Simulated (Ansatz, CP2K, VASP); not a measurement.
Fitting the PBE energy curve of NbTe

```
CELL_PARAMETERS angstrom
3.42570 0.00000 0.00000
0.00000 3.42570 0.00000
0.00000 0.00000 3.42570
ATOMIC_POSITIONS crystal
Nb 0.50000 0.50000 0.50000
Te 0.00000 0.00000 0.00000
```

The cell comes from a database or a generator and needn't be the stable form of this composition.

The cell was scaled at fixed shape and fractions and run with CP2K, POTENTIAL_UZH Nb GTH-PBE-q13, Te GTH-PBE-q6; TZVP-MOLOPT-PBE-GTH basis; PBE, k mesh 8 × 8 × 8 on the cell of 2 atoms, fermi-dirac occupations of 0.05 eV, no spin polarisation, no spin-orbit coupling. Energies are those that the program minimises, any entropy of the smearing included. For a metal such a mesh isn't converged to the digits shown.

```tsv
V (Å³/atom)	energy over the lowest row (meV/atom)
18.8950	57.92
19.2970	31.07
19.6990	13.07
20.1010	3.00
20.5030	0.00
20.9051	?
21.3071	12.32
```

Question: Fit the third-order Birch-Murnaghan form, give V0, B0 and B′, and predict the energy left open.

Answer: With y = (V0/V)^(2/3), E = E0 + (9 V0 B0/16) [(y - 1)³ B′ + (y - 1)² (6 - 4y)]. Least squares through the rows shown give V0 = 20.4851 Å³/atom, E0 = -0.01 meV, B0 = 129.0 GPa (1 eV/Å³ = 160.218 GPa) and B′ = 4.69, with a largest miss of 0.01 meV. At V = 20.9051 the form with these constants gives 3.33 meV; the run gave 3.33 meV an atom. Other set-ups at this level, from all their volumes (Å³/atom, GPa): Ansatz, Ansatz PAW (earlier soft set): V0 20.106, B0 131.5; VASP, PBE PAW files Nb_sv, Te, 520 eV: V0 20.080, B0 131.6.
